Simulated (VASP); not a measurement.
# ZnAu: structure and properties in VASP, part 2 of 4

Aim: relax ZnAu, then compute properties on the relaxed cell. The cell is invented: it takes the structure of COD entry 9008804, MgAu (space group 221 there), with some of its atoms replaced by other elements, volume scaled by an estimate. It may not be a known or stable phase. The atoms of the start are displaced at random from the sites of a Pm-3m cell.

VASP 6.6.1; PBEsol; plane waves and PAW (Au, Zn); invented cell.

Still holding for the runs below: This run has no spin polarisation. Its electron count is odd, so without a moment it is a metal by construction. The k-mesh is coarse for a metal.

So far. Step 2 (Full relaxation (PBEsol)): It ends with forces under 0.001 eV/Å and a pressure of 0.00 GPa. Step 3 (Second relaxation): It ends with forces that vanish by symmetry and a pressure of -0.09 GPa.

## (4) Single point with fields (PBEsol)

The relaxed cell gets a fresh self-consistent run, on a basis set for its own volume, to fix the density and to check the remaining stress.

INCAR

```
SYSTEM = ZnAu
PREC = Accurate
ENCUT = 400
EDIFF = 1E-06
NELM = 100
ISMEAR = 1
SIGMA = 0.2
LREAL = .FALSE.
ALGO = Normal
GGA = PS
LORBIT = 11
LWAVE = .FALSE.
LCHARG = .TRUE.
ISIF = 2
LELF = .TRUE.
LVHAR = .TRUE.
```

POSCAR

```
ZnAu
1.0
    3.1287497945      0.0000000000      0.0000000000
    0.0000000000      3.1287497945      0.0000000000
    0.0000000000      0.0000000000      3.1287497945
Au Zn
1 1
Direct
    0.0000000000      0.0000000000      0.0000000000
    0.5000000000      0.5000000000      0.5000000000
```

KPOINTS

```
Automatic mesh
0
Gamma
6 6 6
0 0 0
```

PAW data sets: Au and Zn (PBE family, release 64).

On the command line:

```
> mpirun -np 1 vasp_std
```

Output:

```text
[... set-up lines as in an earlier step ...]
 entering main loop
       N       E                     dE             d eps       ncg     rms          rms(c)
DAV:   1     0.111877090929E+03    0.11188E+03   -0.10021E+04   600   0.166E+03
DAV:   2    -0.299040330361E+01   -0.11487E+03   -0.11176E+03   628   0.310E+02
DAV:   3    -0.648159386559E+01   -0.34912E+01   -0.34836E+01   705   0.651E+01
DAV:   4    -0.650077923322E+01   -0.19185E-01   -0.19184E-01   684   0.418E+00
DAV:   5    -0.650102277871E+01   -0.24355E-03   -0.24354E-03   775   0.489E-01    0.913E+00
DAV:   6    -0.594785121292E+01    0.55317E+00   -0.19260E+00   621   0.172E+01    0.557E+00
DAV:   7    -0.591816683262E+01    0.29684E-01   -0.39450E-02   817   0.406E+00    0.298E+00
DAV:   8    -0.590767744236E+01    0.10489E-01   -0.86896E-03   715   0.113E+00    0.123E-01
DAV:   9    -0.590770099062E+01   -0.23548E-04   -0.40255E-04   735   0.269E-01    0.638E-02
DAV:  10    -0.590770757002E+01   -0.65794E-05   -0.35326E-05   794   0.113E-01    0.178E-02
DAV:  11    -0.590770701777E+01    0.55226E-06   -0.90297E-06   649   0.740E-02
   1 F= -.59077070E+01 E0= -.59045927E+01  d E =-.934305E-02
```

The job ended after 6.2 s (1 MPI rank of AMD EPYC 7R43, shared host; peak memory 0.09 GiB).

Parts of OUTCAR (step 4):

```text
  LATTYP: Found a simple cubic cell.
 ALAT       =     3.1287497945

The static configuration has the point symmetry O_h .

 Found     20 irreducible k-points:

   NELECT =      23.0000    total number of electrons

 E-fermi :   7.2236

 k-point     1 :       0.0000    0.0000    0.0000
  band No.  band energies     occupation
    ...
      7       1.6435      2.00000
      8       1.6435      2.00000
      9       3.3585      2.00000
     10       3.3585      2.00000
     11       3.3585      2.00000
     12      12.1082      0.00000
     13      12.1082      0.00000
     14      12.1082      0.00000
     15      16.1691      0.00000

 k-point     2 :       0.1667    0.0000    0.0000
  band No.  band energies     occupation
    ...
      7       1.5573      2.00000
      8       1.7677      2.00000
      9       3.0082      2.00000
     10       3.0082      2.00000
     11       3.3169      2.00000
     12       9.3986     -0.00000
     13      13.0201      0.00000
     14      13.0201      0.00000
     15      17.3307      0.00000

  Total       -0.0386657     -0.0386657     -0.0386657      0.0000000      0.0000000     -0.0000000
  in kB       -2.0226652     -2.0226652     -2.0226652      0.0000000      0.0000000     -0.0000000
  external PRESSURE =      -2.0226652 kB  Pullay stress =       0.0000000 kB

  energy-cutoff  :      400.00
  volume of cell :       30.63
      direct lattice vectors                 reciprocal lattice vectors
     3.128749795  0.000000000  0.000000000     0.319616481  0.000000000  0.000000000
     0.000000000  3.128749795  0.000000000     0.000000000  0.319616481  0.000000000
     0.000000000  0.000000000  3.128749795     0.000000000  0.000000000  0.319616481

 POSITION                                       TOTAL-FORCE (eV/Angst)
 -----------------------------------------------------------------------------------
      0.00000      0.00000      0.00000         0.000000      0.000000      0.000000
      1.56437      1.56437      1.56437         0.000000      0.000000      0.000000
 -----------------------------------------------------------------------------------
    total drift:                               -0.000000      0.000000      0.000000

  FREE ENERGIE OF THE ION-ELECTRON SYSTEM (eV)
  ---------------------------------------------------
  free  energy   TOTEN  =        -5.9077070178 eV

  energy  without entropy=       -5.8983639643  energy(sigma->0) =       -5.90459267

[... 7 parts as in an earlier step ...]

[... 5 further parts left out ...]
```

This step gave:

```yaml
scf_cycles: 11
free_energy_toten: -5.908 eV
energy_at_zero_smearing: -5.905 eV
fermi_energy: 7.224 eV
pressure: -0.2023 GPa
```

Valence electrons inside each PAW sphere by angular momentum. Sphere charges, by row:

```csv
atom,s (e),p (e),d (e),tot (e)
Au1,0.626,0.408,8.694,9.728
Zn2,0.53,0.467,9.769,10.77
```

Valence density in the ac plane at fractional y = 0.000, with atoms of Au within 0.2 Å of it. It is the smooth field of the valence electrons, not physical close to the nuclei.

Values in e/Å³, 16 rows by 16 columns:
```
4.3 4.0 3.2 2.3 1.4 0.7 0.4 0.2 0.2 0.2 0.4 0.7 1.4 2.3 3.2 4.0
3.4 3.2 2.6 1.9 1.1 0.6 0.3 0.2 0.2 0.2 0.3 0.6 1.1 1.9 2.6 3.2
2.5 2.3 1.9 1.3 0.8 0.4 0.3 0.2 0.2 0.2 0.3 0.4 0.8 1.3 1.9 2.3
1.5 1.4 1.1 0.8 0.5 0.3 0.2 0.2 0.2 0.2 0.2 0.3 0.5 0.8 1.1 1.4
0.8 0.7 0.6 0.4 0.3 0.2 0.2 0.2 0.2 0.2 0.2 0.2 0.3 0.4 0.6 0.7
0.4 0.4 0.3 0.3 0.2 0.2 0.2 0.1 0.1 0.1 0.2 0.2 0.2 0.3 0.3 0.4
0.2 0.2 0.2 0.2 0.2 0.2 0.1 0.1 0.1 0.1 0.1 0.2 0.2 0.2 0.2 0.2
0.2 0.2 0.2 0.2 0.2 0.2 0.1 0.1 0.1 0.1 0.1 0.2 0.2 0.2 0.2 0.2
0.2 0.2 0.2 0.2 0.2 0.2 0.1 0.1 0.1 0.1 0.1 0.2 0.2 0.2 0.2 0.2
0.4 0.4 0.3 0.3 0.2 0.2 0.2 0.1 0.1 0.1 0.2 0.2 0.2 0.3 0.3 0.4
0.8 0.7 0.6 0.4 0.3 0.2 0.2 0.2 0.2 0.2 0.2 0.2 0.3 0.4 0.6 0.7
1.5 1.4 1.1 0.8 0.5 0.3 0.2 0.2 0.2 0.2 0.2 0.3 0.5 0.8 1.1 1.4
2.5 2.3 1.9 1.3 0.8 0.4 0.3 0.2 0.2 0.2 0.3 0.4 0.8 1.3 1.9 2.3
3.4 3.2 2.6 1.9 1.1 0.6 0.3 0.2 0.2 0.2 0.3 0.6 1.1 1.9 2.6 3.2
4.3 4.0 3.2 2.3 1.4 0.7 0.4 0.2 0.2 0.2 0.4 0.7 1.4 2.3 3.2 4.0
4.8 4.3 3.4 2.5 1.5 0.8 0.4 0.2 0.2 0.2 0.4 0.8 1.5 2.5 3.4 4.3
```
Columns run along a (3.1 Å), rows up along c (3.1 Å). Atoms in or near the plane, at fractional coordinates: Au at (0.00, 0.00).

Electrostatic potential energy in the ac plane at fractional y = 0.000, with atoms of Au within 0.2 Å of it. With pseudopotentials it is smooth inside the atoms' cores, unlike the true potential.

Ten even steps from '_' (-68 eV) to '@' (2 eV):
```
______::++##@@@@@@@@@@##++::____
____..--**%%@@@@@@@@@@%%**--..__
::::--++##@@@@@@@@@@@@@@##++--::
==++**##%%@@@@@@@@@@@@@@%%##**++
####%%@@@@@@@@@@@@@@@@@@@@@@%%##
@@@@@@@@@@@@@@@@@@@@@@@@@@@@@@@@
@@@@@@@@@@@@@@@@@@@@@@@@@@@@@@@@
@@@@@@@@@@@@@@@@@@@@@@@@@@@@@@@@
@@@@@@@@@@@@@@@@@@@@@@@@@@@@@@@@
@@@@@@@@@@@@@@@@@@@@@@@@@@@@@@@@
####%%@@@@@@@@@@@@@@@@@@@@@@%%##
==++**##%%@@@@@@@@@@@@@@%%##**++
::::--++##@@@@@@@@@@@@@@##++--::
____..--**%%@@@@@@@@@@%%**--..__
______::++##@@@@@@@@@@##++::____
______::==##@@@@@@@@@@##==::____
```
Columns run along a (3.1 Å; values clipped at the 3rd and 97th percentile), rows up along c (3.1 Å). Atoms in or near the plane, at fractional coordinates: Au at (0.00, 0.00).

ELF in the ac plane at fractional y = 0.000, with atoms of Au within 0.2 Å of it. It is the smooth field of the valence electrons, not physical close to the nuclei.

Ten even steps from '_' (0.00) to '@' (0.45):
```
______--##%%**======**%%##--____
____..==####**++==++**####==..__
::--==##%%##++++==++++##%%##==--
**####%%##**++++==++++**##%%####
%%%%####**++++++==++++++**####%%
******++++++++======++++++++****
====++++++++==========++++++++==
================================
====++++++++==========++++++++==
******++++++++======++++++++****
%%%%####**++++++==++++++**####%%
**####%%##**++++==++++**##%%####
::--==##%%##++++==++++##%%##==--
____..==####**++==++**####==..__
______--##%%**======**%%##--____
@@____::**%%**======**%%**::____
```
Columns run along a (3.1 Å), rows up along c (3.1 Å). Atoms in or near the plane, at fractional coordinates: Au at (0.00, 0.00).

In this run the pressure is -0.20 GPa, small enough to go on.

## (5) Bands along the symmetry lines (PBEsol)

The mesh alone shows little of the dispersion and can miss band extrema, so KPOINTS_OPT adds a path through the symmetry points after the self-consistent cycle.

Edit INCAR of step 4 so:

```diff
@@ -12,5 +12,2 @@
 LWAVE = .FALSE.
-LCHARG = .TRUE.
-ISIF = 2
-LELF = .TRUE.
-LVHAR = .TRUE.
+LCHARG = .FALSE.
```

POSCAR is that of step 4.

KPOINTS is that of step 4.

KPOINTS_OPT

```
Line mode
16
Line-mode
Reciprocal
  0.00000000   0.00000000   0.00000000 GAMMA
  0.00000000   0.50000000   0.00000000 X

  0.00000000   0.50000000   0.00000000 X
  0.50000000   0.50000000   0.00000000 M

  0.50000000   0.50000000   0.00000000 M
  0.00000000   0.00000000   0.00000000 GAMMA

  0.00000000   0.00000000   0.00000000 GAMMA
  0.50000000   0.50000000   0.50000000 R

  0.50000000   0.50000000   0.50000000 R
  0.00000000   0.50000000   0.00000000 X

  0.50000000   0.50000000   0.00000000 M
  0.50000000   0.50000000   0.50000000 R
```

On the command line:

```
> mpirun -np 1 vasp_std
```

Output:

```text
[... set-up lines as in an earlier step ...]
 entering main loop
       N       E                     dE             d eps       ncg     rms          rms(c)
[... 11 cycles as in an earlier step ...]
   1 F= -.59077070E+01 E0= -.59045927E+01  d E =-.934305E-02
 Start KPOINTS_OPT (optional k-point list driver)
k-point batch [1-20\96]
       N       E                     dE             ncg
DAV:   1     0.274387254539E+04   -0.45405E+04      608
DAV:   2     0.432644846413E+03   -0.23112E+04      607
DAV:   3     0.363924295567E+03   -0.68721E+02      782
DAV:   4     0.363517625541E+03   -0.40667E+00      684
DAV:   5     0.363512258670E+03   -0.53669E-02      789
DAV:   6     0.363512130324E+03   -0.12835E-03      677
DAV:   7     0.363512126618E+03   -0.37060E-05      808
DAV:   8     0.363512126509E+03   -0.10972E-06      573
[...]
k-point batch [81-96\96]
       N       E                     dE             ncg
DAV:   1     0.445954022784E+04   -0.12063E+05      512
DAV:   2     0.292741053960E+04   -0.15321E+04      501
DAV:   3     0.287502636839E+04   -0.52384E+02      599
DAV:   4     0.287461762831E+04   -0.40874E+00      557
DAV:   5     0.287461267311E+04   -0.49552E-02      620
DAV:   6     0.287461257731E+04   -0.95798E-04      592
DAV:   7     0.287461257460E+04   -0.27141E-05      519
DAV:   8     0.287461257451E+04   -0.85451E-07      324
```

The job ended after 22 s (1 MPI rank; peak memory 0.1 GiB).

From OUTCAR (step 5):

```text
   NELECT =      23.0000    total number of electrons

 E-fermi :   7.2236

[... 20 parts as in an earlier step ...]

[... 2 further parts left out ...]
```

Spin-orbit coupling is off here; with elements this heavy it splits and shifts levels by tenths of an eV or more.

Electronic bands along the path, in eV, zero at the Fermi level; # counts the bands kept:

```csv
point,#8,#9,#10,#11,#12,#13
Γ,-5.58,-3.87,-3.87,-3.87,4.88,4.88
0.47 of the way,-5.37,-4.47,-4.47,-3.94,0.74,6.59
X,-5.61,-5.10,-5.10,-4.04,-2.48,10.35
0.47 of the way,-5.40,-4.67,-4.12,-3.67,-2.39,5.50
M,-4.21,-4.21,-3.27,-2.19,-2.19,0.78
0.53 of the way,-5.19,-4.98,-4.57,-4.04,1.84,2.26
Γ,-5.58,-3.87,-3.87,-3.87,4.88,4.88
0.47 of the way,-5.25,-4.64,-4.64,-4.52,2.80,3.41
R,-6.66,-3.22,-3.22,1.33,3.55,3.64
0.53 of the way,-5.60,-4.91,-4.16,-1.94,-1.92,5.19
X,-5.61,-5.10,-5.10,-4.04,-2.48,10.35
jump to M,-4.21,-4.21,-3.27,-2.19,-2.19,0.78
0.53 of the way,-5.88,-4.29,-3.24,0.65,0.65,1.20
R,-6.66,-3.22,-3.22,1.33,3.55,3.64
```

Of the projections kept (Au, Zn), the largest for each band there; the rest of the weight can lie on other orbitals:

```csv
point,#8,#9,#10,#11,#12,#13
Γ,Au 0.73,Au 0.93,Au 0.93,Au 0.93,Zn 0.58,Zn 0.58
X,Zn 0.83,Au 0.97,Au 0.97,Au 1.00,Au 0.96,Zn 1.00
M,Au 0.83,Au 0.83,Au 1.00,Au 0.50,Au 0.50,Au 0.86
Γ,Au 0.73,Au 0.93,Au 0.93,Au 0.93,Zn 0.58,Zn 0.58
R,Au 0.90,Au 1.00,Au 1.00,Zn 1.00,Au 1.00,Au 0.72
X,Zn 0.83,Au 0.97,Au 0.97,Au 1.00,Au 0.96,Zn 1.00
```

There is no gap at this level.

## (6) Density of states (PBEsol)

Here the states are counted by energy and projected on the atoms. The mesh is finer than in the run before.

Edit INCAR of step 5 so:

```diff
@@ -5,3 +5,3 @@
 NELM = 100
-ISMEAR = 1
+ISMEAR = -5
 SIGMA = 0.2
@@ -13 +13,2 @@
 LCHARG = .FALSE.
+NEDOS = 2001
```

POSCAR is that of step 5.

KPOINTS

```
Automatic mesh
0
Gamma
9 9 9
0 0 0
```

On the command line:

```
> mpirun -np 1 vasp_std
```

Output:

```text
[... set-up lines as in an earlier step ...]
 entering main loop
       N       E                     dE             d eps       ncg     rms          rms(c)
DAV:   1     0.106473402557E+03    0.10647E+03   -0.10095E+04  1090   0.166E+03
DAV:   2    -0.327984691957E+01   -0.10975E+03   -0.10711E+03  1120   0.303E+02
DAV:   3    -0.650833248598E+01   -0.32285E+01   -0.32198E+01  1267   0.609E+01
DAV:   4    -0.652915376508E+01   -0.20821E-01   -0.20844E-01  1211   0.434E+00
DAV:   5    -0.652943446130E+01   -0.28070E-03   -0.28075E-03  1295   0.504E-01    0.916E+00
DAV:   6    -0.599333198574E+01    0.53610E+00   -0.18645E+00  1092   0.171E+01    0.558E+00
DAV:   7    -0.596346394160E+01    0.29868E-01   -0.41843E-02  1429   0.413E+00    0.296E+00
DAV:   8    -0.595340648576E+01    0.10057E-01   -0.86344E-03  1305   0.114E+00    0.124E-01
DAV:   9    -0.595341662576E+01   -0.10140E-04   -0.41316E-04  1164   0.257E-01    0.634E-02
DAV:  10    -0.595341620920E+01    0.41656E-06   -0.31131E-05  1395   0.103E-01    0.172E-02
DAV:  11    -0.595341493382E+01    0.12754E-05   -0.74702E-06  1113   0.663E-02    0.280E-03
DAV:  12    -0.595341484438E+01    0.89434E-07   -0.13793E-07   581   0.928E-03
   1 F= -.59534148E+01 E0= -.59534148E+01  d E =0.000000E+00
 -----------------------------------------------------------------------------
|                                                                             |
|           W    W    AA    RRRRR   N    N  II  N    N   GGGG   !!!           |
|           W    W   A  A   R    R  NN   N  II  NN   N  G    G  !!!           |
|           W    W  A    A  R    R  N N  N  II  N N  N  G       !!!           |
|           W WW W  AAAAAA  RRRRR   N  N N  II  N  N N  G  GGG   !            |
|           WW  WW  A    A  R   R   N   NN  II  N   NN  G    G                |
|           W    W  A    A  R    R  N    N  II  N    N   GGGG   !!!           |
|                                                                             |
|     Tetrahedron method does not include variations of the Fermi             |
|     occupations, so forces and stress will be inaccurate. We suggest        |
|     using a different smearing scheme ISMEAR = 1 or 2 for metals in         |
|     relaxations.                                                            |
|                                                                             |
 -----------------------------------------------------------------------------
```

Run time: 11 s. Hardware: 1 MPI rank; peak memory 0.09 GiB.

Parts of OUTCAR (step 6):

```text
   k-points           NKPTS =     35   k-points in BZ     NKDIM =     35   number of bands    NBANDS=     15

   NELECT =      23.0000    total number of electrons

 E-fermi :   7.1342

 k-point     1 :       0.0000    0.0000    0.0000
  band No.  band energies     occupation
    ...
      7       1.6537      2.00000
      8       1.6537      2.00000
      9       3.3743      2.00000
     10       3.3743      2.00000
     11       3.3743      2.00000
     12      12.1068      0.00000
     13      12.1068      0.00000
     14      12.1068      0.00000
     15      16.1697      0.00000

  Total       -0.0562194     -0.0562194     -0.0562194     -0.0000000      0.0000000     -0.0000000
  in kB       -2.9409290     -2.9409290     -2.9409290     -0.0000000      0.0000000     -0.0000000
  external PRESSURE =      -2.9409290 kB  Pullay stress =       0.0000000 kB

  FREE ENERGIE OF THE ION-ELECTRON SYSTEM (eV)
  ---------------------------------------------------
  free  energy   TOTEN  =        -5.9534148444 eV

  energy  without entropy=       -5.9534148444  energy(sigma->0) =       -5.95341484

[... 7 parts as in an earlier step ...]

[... 10 further parts left out ...]
```

With tetrahedra the forces and stress of a metal are not exact derivatives of the energy.

Numbers from this step:

| Quantity | Value |
| --- | --- |
| SCF cycles | 12 |
| irreducible k-points | 35 |
| free energy (TOTEN) | -5.953 eV |
| Fermi energy | 7.134 eV |
| pressure | -0.2941 GPa |
| DOS at the Fermi level | 0.5424 states/eV/cell |

The density of states has structure finer than the step of the table below, so its rows give means over 0.5 eV, whole bins alone (the curve runs from -12.0 to 4.63 eV). Peaks (eV: height): total -7.75: 15.9, -7.64: 16.9, -7.44: 12.7, -6.52: 4.90, -5.52: 6.55, -4.67: 5.22, -3.95: 8.37; Au d -7.79: 1.61, -6.52: 1.81, -5.52: 4.36, -5.27: 3.75, -4.71: 4.13, -3.95: 7.17; Zn d -7.64: 14.8, -7.44: 11.5.

States under -12.0 eV and over 4.6 eV are left out. Table of density of states by energy, zero at the Fermi level; means over each step; values in states/eV/cell:

```csv
energy (eV),total,Au d,Zn d
-11.0,5.2e-4,0,0
-10.5,0.0752,1.5e-4,1.4e-4
-10.0,0.158,0.00125,0.00158
-9.5,0.234,0.00512,0.00917
-9.0,0.360,0.0153,0.0398
-8.5,1.20,0.111,0.510
-8.0,7.25,0.809,5.29
-7.5,10.8,0.565,9.59
-7.0,2.07,0.186,1.47
-6.5,1.66,0.558,0.586
-6.0,1.23,0.704,0.190
-5.5,4.69,3.10,0.662
-5.0,2.93,2.22,0.241
-4.5,4.02,3.24,0.245
-4.0,4.13,3.44,0.287
-3.5,1.38,1.04,0.0663
-3.0,0.489,0.245,0.0286
-2.5,0.337,0.128,0.0233
-2.0,0.525,0.243,0.0220
-1.5,0.697,0.254,0.0257
-1.0,0.636,0.204,0.0254
-0.5,0.554,0.161,0.0236
0.0,0.528,0.136,0.0223
0.5,0.453,0.104,0.0187
1.0,0.393,0.0828,0.0150
1.5,0.490,0.0880,0.0229
2.0,0.595,0.0930,0.0298
2.5,0.621,0.0971,0.0323
3.0,0.846,0.133,0.0369
3.5,0.824,0.113,0.0385
4.0,0.656,0.0915,0.0296
```

The finer mesh and the other smearing move the Fermi level by -0.09 eV from the 6×6×6 run, one measure of the sampling error in the zero of the bands above.

(Part 2 of 4 ends here.)

[Lines on the potential files, build, host, timing and source positions are cut from VASP's logs without a mark.]

[Logs are printed without paths, hosts, clocks, repeated set-up lines and the standing remarks that a program may print on its own settings, such as how far it seeks lower states.]

[Hosts, paths, dates, database ids (printed as entryN), source tags and the programs' standing remarks are cut or masked in the printed files.]

[A measured line is paired with the nearest computed mode of its activity, which favours agreement.]
